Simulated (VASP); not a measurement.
# NbCu2 (Fd-3m) in VASP: further runs

The runs below take NbCu2 through single point, density of states, with PBE+U.

All numbers are computed with VASP 6.6.1; they aren't measurements. Logs are shortened: lines on timing, memory, paths and dates and some standing lists are left out, and cuts for length are marked.

## Step 1: The structure

The structure is cubic, space group Fd-3m (No. 227). The conventional cell has a = 7.069 Å, b = 7.069 Å, c = 7.069 Å, α = 90.00°, β = 90.00°, γ = 90.00°. Nb (site symmetry -43m) is surrounded by 12 Cu at 2.93 Å and 4 Nb at 3.06 Å. Around Cu (site symmetry -3m) lie 6 Cu at 2.50 Å.

The cell was built by a generator and needn't be a form met in nature.

## Step 2: Single point, PBE+U, collinear spin, typed start

The input, INCAR:

```
SYSTEM = NbCu2
PREC     = Accurate       ! precision mode
ENCUT    = 520            ! plane-wave cutoff, eV
EDIFF    = 1E-6           ! SCF threshold, eV
ISMEAR   = 1              ! smearing method
SIGMA    = 0.0114         ! smearing width, eV
LREAL    = .FALSE.        ! projectors in reciprocal space
LASPH    = .TRUE.         ! aspherical terms in the spheres
NELM     = 150            ! most SCF steps
ALGO     = Normal         ! electronic algorithm
ISIF     = 2              ! what is computed and relaxed
LWAVE    = .FALSE.        ! write WAVECAR
LCHARG   = .FALSE.        ! write CHGCAR
ISPIN    = 2              ! spin polarisation
MAGMOM   = 1 1 1 1 1 1    ! initial moments
LORBIT   = 11             ! projections on sites
LMAXMIX  = 4              ! l up to which the mixer works
LDAU     = .TRUE.         ! DFT+U
LDAUTYPE = 2            
LDAUL    = -1 2           ! shell
LDAUU    = 0 4.13         ! U, eV
LDAUJ    = 0 0          
LDAUPRINT= 1            
GGA      = PE             ! functional
NBANDS   = 48             ! bands
```

The input, KPOINTS:

```
regular mesh
0
G
  6 6 6
  0 0 0
```

The input, POSCAR:

```
NbCu2
1.0
    0.0000000000      3.5344540000      3.5344540000
    3.5344540000      0.0000000000      3.5344540000
    3.5344540000      3.5344540000      0.0000000000
Nb Cu
2 4
Direct
    0.0000000000      0.0000000000      0.0000000000
    0.2500000000      0.2500000000      0.2500000000
    0.6250000000      0.6250000000      0.6250000000
    0.1250000000      0.6250000000      0.6250000000
    0.6250000000      0.6250000000      0.1250000000
    0.6250000000      0.1250000000      0.6250000000
```

Potentials or basis: VASP PAW PBE potentials, release 64 (Nb_sv, Cu).

Started as:

```console
cat potpaw_PBE.64/Nb_sv/POTCAR potpaw_PBE.64/Cu/POTCAR > POTCAR
mpirun -np 1 vasp_std > vasp.out
```

OUTCAR:

```text
SYSTEM = NbCu2
   PREC = Accurate
   ENCUT = 520
   EDIFF = 1E-6
   ISMEAR = 1
   LREAL = .FALSE.
   LASPH = .TRUE.
   NELM = 150
   ISIF = 2
   ISPIN = 2
   LORBIT = 11
   GGA = PE

 ion  position               nearest neighbor table
   1  0.000  0.000  0.000-
   2  0.250  0.250  0.250-
   3  0.625  0.625  0.625-   4 2.50   5 2.50   6 2.50   5 2.50   6 2.50   4 2.50
   4  0.125  0.625  0.625-   3 2.50   5 2.50   6 2.50   3 2.50   5 2.50   6 2.50
   5  0.625  0.625  0.125-   3 2.50   3 2.50   4 2.50   6 2.50   6 2.50   4 2.50
   6  0.625  0.125  0.625-   3 2.50   5 2.50   3 2.50   4 2.50   5 2.50   4 2.50

  LATTYP: Found a face centered cubic cell.
 ALAT       =     7.0689080000

  Lattice vectors:

 A1 = (   0.0000000000,   3.5344540000,   3.5344540000)
 A2 = (   3.5344540000,   0.0000000000,   3.5344540000)
 A3 = (   3.5344540000,   3.5344540000,   0.0000000000)

Analysis of symmetry for initial positions (statically):
=====================================================================
 Subroutine PRICEL returns:
 Original cell was already a primitive cell.

 Routine SETGRP: Setting up the symmetry group for a
 face centered cubic supercell.

 Subroutine GETGRP returns: Found 48 space group operations
 (whereof 24 operations were pure point group operations)
 out of a pool of 48 trial point group operations.

The static configuration has the point symmetry T_d .
 The point group associated with its full space group is O_h .

Analysis of symmetry for dynamics (positions and initial velocities):
=====================================================================
 Subroutine PRICEL returns:
 Original cell was already a primitive cell.

 Routine SETGRP: Setting up the symmetry group for a
 face centered cubic supercell.

 Subroutine GETGRP returns: Found 48 space group operations
 (whereof 24 operations were pure point group operations)
 out of a pool of 48 trial point group operations.

The dynamic configuration has the point symmetry T_d .
 The point group associated with its full space group is O_h .

Analysis of structural, dynamic, and magnetic symmetry:
=====================================================================
 Subroutine PRICEL returns:
 Original cell was already a primitive cell.

 Routine SETGRP: Setting up the symmetry group for a
 face centered cubic supercell.

 Subroutine GETGRP returns: Found 48 space group operations
 (whereof 24 operations were pure point group operations)
 out of a pool of 48 trial point group operations.

The overall configuration has the point symmetry T_d .
 The point group associated with its full space group is O_h .

 Subroutine INISYM returns: Found 48 space group operations
 (whereof 24 operations are pure point group operations),
 and found     1 'primitive' translations

----------------------------------------------------------------------------------------

                                     Primitive cell

  volume of cell :      88.3074

  direct lattice vectors                    reciprocal lattice vectors
     0.000000000  3.534454000  3.534454000    -0.141464566  0.141464566  0.141464566
     3.534454000  0.000000000  3.534454000     0.141464566 -0.141464566  0.141464566
     3.534454000  3.534454000  0.000000000     0.141464566  0.141464566 -0.141464566

  length of vectors
     4.998472782  4.998472782  4.998472782     0.245023815  0.245023815  0.245023815

  position of ions in fractional coordinates (direct lattice)
     0.000000000  0.000000000  0.000000000
     0.250000000  0.250000000  0.250000000
     0.625000000  0.625000000  0.625000000
[... 86 lines left out ...]
   NELECT =      70.0000    total number of electrons
   NUPDOWN=      -1.0000    fix difference up-down
   EMIN   =  10.00;   EMAX   =-10.00  energy-range for DOS
   EFERMI =   0.00;   METHOD = LEGACY
   ISMEAR =     1;   SIGMA  =   0.01  broadening in eV -4-tet -1-fermi 0-gaus
   EFERMI_NEDOS =   21; number of points for ismear=-14 and -15
   IALGO  =     38    algorithm
   IMIX   =      4    mixing-type and parameters
     AMIX     =   0.40;   BMIX     =  1.00
     AMIX_MAG =   1.60;   BMIX_MAG =  1.00
  volume/ion in A,a.u.               =      14.72        99.32
  Fermi-wavevector in a.u.,A,eV,Ry     =   1.515102  2.863127 31.232633  2.295534
  Thomas-Fermi vector in A             =   2.624671
   LORBIT       =     11    0 simple, 1 ext, 2 COOP (PROOUT), +10 PAW based schemes
 LDA+U is selected, type is set to LDAUTYPE =  2
   angular momentum for each species LDAUL =    -1    2
   U (eV)           for each species LDAUU =   0.0  4.1
   J (eV)           for each species LDAUJ =   0.0  0.0
   GGA     = PE    functional components
   LHFCALC =     F    Hartree Fock is set to
   AEXX    =    0.0000 exact exchange contribution
   IVDW    =     0    specifies the selected vdW correction
   LEPSILON=     F    determine dielectric tensor
   LRPA    =     F    only Hartree local field effects (RPA)
 spin polarized calculation
 Methfessel and Paxton  Order N= 1 SIGMA  =   0.01
  energy-cutoff  :      520.00
  volume of cell :       88.31
 maximum number of plane-waves:      2421
 NGX is ok and might be reduce to    40
   NGX = 19   NGY = 19   NGZ = 19

atom =   3  type =  2  l = 2

 onsite density matrix

spin component  1
[... 116 lines left out ...]
  o =  0.9141  v =  0.0000  0.0000  0.0000  0.0000  0.0000  0.3893  0.3373 -0.2434  0.7266 -0.3841      0.0000  0.0000  0.0000  0.0000  0.0000  0.0000  0.0000  0.0000  0.0000  0.0000
  o =  0.9141  v =  0.0000  0.0000  0.0000  0.0000  0.0000  0.6142 -0.6442 -0.3841 -0.0300  0.2434      0.0000  0.0000  0.0000  0.0000  0.0000  0.0000  0.0000  0.0000  0.0000  0.0000
  o =  0.9256  v =  0.0000  0.0000  0.0000  0.0000  0.0000 -0.5774 -0.5774  0.0000  0.5774  0.0000      0.0000  0.0000  0.0000  0.0000  0.0000  0.0000  0.0000  0.0000  0.0000  0.0000
  o =  0.9274  v = -0.2224 -0.1997  0.4507 -0.4221  0.7275  0.0000  0.0000  0.0000  0.0000  0.0000      0.0000  0.0000  0.0000  0.0000  0.0000  0.0000  0.0000  0.0000  0.0000  0.0000
  o =  0.9274  v =  0.3590 -0.3721 -0.7275 -0.0131  0.4507  0.0000  0.0000  0.0000  0.0000  0.0000      0.0000  0.0000  0.0000  0.0000  0.0000  0.0000  0.0000  0.0000  0.0000  0.0000
  o =  0.9283  v =  0.0000  0.0000  0.0000  0.0000  0.0000  0.3713 -0.1857  0.8906  0.1857  0.0000      0.0000  0.0000  0.0000  0.0000  0.0000  0.0000  0.0000  0.0000  0.0000  0.0000
  o =  0.9283  v =  0.0000  0.0000  0.0000  0.0000  0.0000  0.0000  0.3216 -0.0000  0.3216  0.8906      0.0000  0.0000  0.0000  0.0000  0.0000  0.0000  0.0000  0.0000  0.0000  0.0000
  o =  0.9338  v =  0.5774  0.5774  0.0000 -0.5774  0.0000  0.0000  0.0000  0.0000  0.0000  0.0000      0.0000  0.0000  0.0000  0.0000  0.0000  0.0000  0.0000  0.0000  0.0000  0.0000
  o =  0.9452  v = -0.6744  0.4958 -0.4992 -0.1786  0.1356  0.0000  0.0000  0.0000  0.0000  0.0000      0.0000  0.0000  0.0000  0.0000  0.0000  0.0000  0.0000  0.0000  0.0000  0.0000
  o =  0.9452  v =  0.1831  0.4924  0.1356  0.6756  0.4992  0.0000  0.0000  0.0000  0.0000  0.0000      0.0000  0.0000  0.0000  0.0000  0.0000  0.0000  0.0000  0.0000  0.0000  0.0000

 number of electron      70.0000026 magnetization       2.2336457

 Free energy of the ion-electron system (eV)
  ---------------------------------------------------
  ext. energy  EPLUGINS =         0.00000000
  ---------------------------------------------------
  free energy    TOTEN  =       -28.56137207 eV

  energy without entropy =      -28.56135905  energy(sigma->0) =      -28.56136773

 E-fermi :   8.2832     XC(G=0): -12.2712

 val. band max:        8.2829590561   @ k =  -0.3333   0.3333   0.0000
 cond. band min:       8.3165277978   @ k =   0.5000   0.5000   0.0000
 fundamental gap:      0.0335687416
 Fermi energy:         8.2832013463

 spin component 1

 k-point     1 :       0.0000    0.0000    0.0000
  band No.  band energies     occupation
      1     -46.8789      1.00000
      2     -46.7847      1.00000
      3     -23.0158      1.00000
      4     -23.0158      1.00000
      5     -23.0158      1.00000
      6     -22.7566      1.00000
[... 789 lines left out ...]
     46      16.5477      0.00000
     47      18.0243      0.00000
 Fermi energy:         8.2832013463

 spin component 2

 k-point     1 :       0.0000    0.0000    0.0000
  band No.  band energies     occupation
      1     -46.4383      1.00000
      2     -46.3489      1.00000
      3     -22.5060      1.00000
      4     -22.5060      1.00000
      5     -22.5060      1.00000
      6     -22.2647      1.00000
[... 789 lines left out ...]
     46      16.7867      0.00000
     47      18.2473      0.00000
 [bands above 47 left out]

------------------------ aborting loop because EDIFF is reached ----------------------------------------

  FORCE on cell =-STRESS in cart. coord.  units (eV):
  Direction    XX          YY          ZZ          XY          YZ          ZX
  --------------------------------------------------------------------------------------
  -------------------------------------------------------------------------------------
  Total       -4.0880598     -4.0880598     -4.0880598      0.0000000      0.0000000      0.0000000
  in kB      -74.1704346    -74.1704346    -74.1704346      0.0000000      0.0000000      0.0000000
  external PRESSURE =     -74.1704346 kB  Pullay stress =       0.0000000 kB

 VOLUME and BASIS-vectors are now :
 -----------------------------------------------------------------------------
  energy-cutoff  :      520.00
  volume of cell :       88.31
      direct lattice vectors                 reciprocal lattice vectors
     0.000000000  3.534454000  3.534454000    -0.141464566  0.141464566  0.141464566
     3.534454000  0.000000000  3.534454000     0.141464566 -0.141464566  0.141464566
     3.534454000  3.534454000  0.000000000     0.141464566  0.141464566 -0.141464566

 POSITION                                       TOTAL-FORCE (eV/Angst)
 -----------------------------------------------------------------------------------
      0.00000      0.00000      0.00000         0.000000      0.000000      0.000000
      1.76723      1.76723      1.76723        -0.000000     -0.000000     -0.000000
      4.41807      4.41807      4.41807         0.000000      0.000000      0.000000
      4.41807      2.65084      2.65084         0.000000      0.000000      0.000000
      2.65084      2.65084      4.41807         0.000000      0.000000      0.000000
      2.65084      4.41807      2.65084         0.000000      0.000000      0.000000
 -----------------------------------------------------------------------------------
    total drift:                                0.000000      0.000000      0.000000

  FREE ENERGIE OF THE ION-ELECTRON SYSTEM (eV)
  ---------------------------------------------------
  free  energy   TOTEN  =       -28.5613720674 eV

  energy  without entropy=      -28.5613590452  energy(sigma->0) =      -28.56136773

 total charge

# of ion       s       p       d       tot
------------------------------------------
    1        2.184   5.979   2.319  10.482
    2        2.184   5.979   2.319  10.482
    3        0.459   0.383   9.268  10.110
    4        0.459   0.383   9.268  10.110
    5        0.459   0.383   9.268  10.110
    6        0.459   0.383   9.268  10.110
--------------------------------------------------
tot          6.205  13.489  41.711  61.405

 magnetization (x)

# of ion       s       p       d       tot
------------------------------------------
    1        0.007   0.029   0.626   0.662
    2        0.007   0.029   0.626   0.662
    3        0.001  -0.002   0.069   0.068
    4        0.001  -0.002   0.069   0.068
    5        0.001  -0.002   0.069   0.068
    6        0.001  -0.002   0.069   0.068
--------------------------------------------------
tot          0.019   0.050   1.527   1.596
```

It took 2 min on 1 thread of Intel Xeon Platinum 8559C (Emerald Rapids), shared host; peak memory 0.32 GiB.

Results:

- Free energy: -28.5614 eV
- Pressure: -7.4 GPa
- Band gap on the k mesh: none (metal or under the smearing width)
- Net moment: 2.23 μB per cell
- Site moments: Nb +0.66; Cu +0.07 μB
- Valence electrons inside the program's atomic spheres: Nb 10.48; Cu 10.11

Eigenvalues of the final occupation matrices:
```
    site  spin  trace               eigenvalues
site 3 d     1   4.68  0.93 0.93 0.93 0.95 0.95
site 3 d     2   4.61  0.91 0.91 0.93 0.93 0.93
site 4 d     1   4.68  0.93 0.93 0.93 0.95 0.95
site 4 d     2   4.61  0.91 0.91 0.93 0.93 0.93
site 5 d     1   4.68  0.93 0.93 0.93 0.95 0.95
site 5 d     2   4.61  0.91 0.91 0.93 0.93 0.93
site 6 d     1   4.68  0.93 0.93 0.93 0.95 0.95
site 6 d     2   4.61  0.91 0.91 0.93 0.93 0.93
```

Caveat: the U is typed as a test and isn't derived for this compound. The state reached can hang on the start; a lower one may exist.

## Step 3: Density of states, PBE+U

POSCAR is that of step 2.

The input, INCAR.step1:

```
PREC = Accurate ; ENCUT = 520
EDIFF = 1E-6 ; ISMEAR = 1
SIGMA = 0.0114 ; LREAL = F
LASPH = T ; NELM = 150
ALGO = Normal ; ISIF = 2
LWAVE = F ; LCHARG = T
LMAXMIX = 4 ; LDAU = T
LDAUTYPE = 2 ; LDAUL = -1 2
LDAUU = 0 4.13 ; LDAUJ = 0 0
LDAUPRINT = 1 ; GGA = PE
NBANDS = 44
```

The input, KPOINTS.step1:

```
Automatic mesh
0
Gamma
  6 6 6
```

The input, INCAR.step2:

```
PREC = Accurate ; ENCUT = 520
EDIFF = 1E-6 ; ISMEAR = -5
SIGMA = 0.0114 ; LREAL = F
LASPH = T ; NELM = 150
ALGO = Normal ; ISIF = 2
LWAVE = F ; LCHARG = F
LMAXMIX = 4 ; LDAU = T
LDAUTYPE = 2 ; LDAUL = -1 2
LDAUU = 0 4.13 ; LDAUJ = 0 0
LDAUPRINT = 1 ; GGA = PE
LORBIT = 10 ; NBANDS = 44
NEDOS = 2001 ; ICHARG = 11
```

The input, KPOINTS.step2:

```
Automatic mesh
0
Gamma
  9 9 9
```

Potentials or basis: VASP PAW PBE potentials, release 64 (Nb_sv, Cu).

Started as:

```console
cat potpaw_PBE.64/Nb_sv/POTCAR potpaw_PBE.64/Cu/POTCAR > POTCAR
cp INCAR.step1 INCAR
cp KPOINTS.step1 KPOINTS
mpirun -np 1 vasp_std > vasp.out
cp INCAR.step2 INCAR
cp KPOINTS.step2 KPOINTS
mpirun -np 1 vasp_std > vasp.out
```

It took 2.5 min on 1 thread of Intel Xeon Platinum 8559C (Emerald Rapids), shared host; peak memory 0.28 GiB.

The run converged. Its results:

```
Valence electrons inside the program's atomic spheres : Nb 10.50; Cu 10.11
```

Levels at points of the mesh, in eV from the Fermi level:
```tsv
k point	band 31	band 32	band 33	band 34	band 35	band 36	band 37	band 38	band 39	band 40
(0.00, 0.00, 0.00)	-1.66	-0.80	-0.80	-0.80	-0.09	-0.09	-0.09	0.64	2.92	2.92
```

States per cell in windows of 0.5 eV (zero at the Fermi level; states under -8 eV left out):
```
from (eV)  total  Cu3_d  Cu4_d  Cu5_d  Cu6_d  Nb1_d  Nb2_d
     -8.0   0.02   0.00   0.00   0.00   0.00   0.00   0.00
     -7.5   0.17   0.00   0.00   0.00   0.00   0.00   0.00
     -7.0   0.30   0.00   0.00   0.00   0.00   0.00   0.00
     -6.5   0.47   0.01   0.01   0.01   0.01   0.00   0.00
     -6.0   0.78   0.03   0.03   0.03   0.03   0.01   0.01
     -5.5   0.55   0.05   0.05   0.05   0.05   0.01   0.01
     -5.0   4.71   0.74   0.74   0.74   0.74   0.09   0.09
     -4.5   7.78   1.56   1.56   1.56   1.56   0.09   0.09
     -4.0   9.49   1.97   1.97   1.97   1.97   0.13   0.13
     -3.5   9.35   1.97   1.97   1.97   1.97   0.12   0.12
     -3.0   8.94   2.07   2.07   2.07   2.07   0.06   0.06
     -2.5   2.19   0.48   0.48   0.48   0.48   0.02   0.02
     -2.0   1.68   0.18   0.18   0.18   0.18   0.11   0.11
     -1.5   1.00   0.07   0.07   0.07   0.07   0.11   0.11
     -1.0   2.40   0.15   0.15   0.15   0.15   0.37   0.37
     -0.5   5.26   0.21   0.21   0.21   0.21   1.24   1.24
      0.0   2.93   0.10   0.10   0.10   0.10   0.61   0.61
      0.5   0.99   0.03   0.03   0.03   0.03   0.23   0.23
      1.0   0.72   0.02   0.02   0.02   0.02   0.15   0.15
      1.5   1.92   0.05   0.05   0.05   0.05   0.44   0.44
      2.0   1.78   0.04   0.04   0.04   0.04   0.56   0.56
      2.5   2.87   0.04   0.04   0.04   0.04   1.04   1.04
      3.0   1.25   0.02   0.02   0.02   0.02   0.39   0.39
      3.5   0.90   0.01   0.01   0.01   0.01   0.27   0.27
      4.0   1.52   0.03   0.03   0.03   0.03   0.39   0.39
      4.5   0.73   0.01   0.01   0.01   0.01   0.17   0.17
      5.0   0.37   0.01   0.01   0.01   0.01   0.08   0.08
      5.5   0.51   0.01   0.01   0.01   0.01   0.09   0.09
      6.0   0.80   0.02   0.02   0.02   0.02   0.10   0.10
      6.5   0.64   0.02   0.02   0.02   0.02   0.08   0.08
      7.0   0.11   0.00   0.00   0.00   0.00   0.02   0.02
      7.5   0.00   0.00   0.00   0.00   0.00   0.00   0.00
```

Eigenvalues of the final occupation matrices:
```csv
site,spin,trace,eigenvalues
site 3 d,1,4.65,0.92 0.92 0.93 0.94 0.94
site 3 d,2,4.65,0.92 0.92 0.93 0.94 0.94
site 4 d,1,4.65,0.92 0.92 0.93 0.94 0.94
site 4 d,2,4.65,0.92 0.92 0.93 0.94 0.94
site 5 d,1,4.65,0.92 0.92 0.93 0.94 0.94
site 5 d,2,4.65,0.92 0.92 0.93 0.94 0.94
site 6 d,1,4.65,0.92 0.92 0.93 0.94 0.94
site 6 d,2,4.65,0.92 0.92 0.93 0.94 0.94
```

Caveat: U without spin polarisation on a metal has little footing; the U is typed as a test and isn't derived for this compound; tetrahedron occupations give inexact forces and stress in metals.
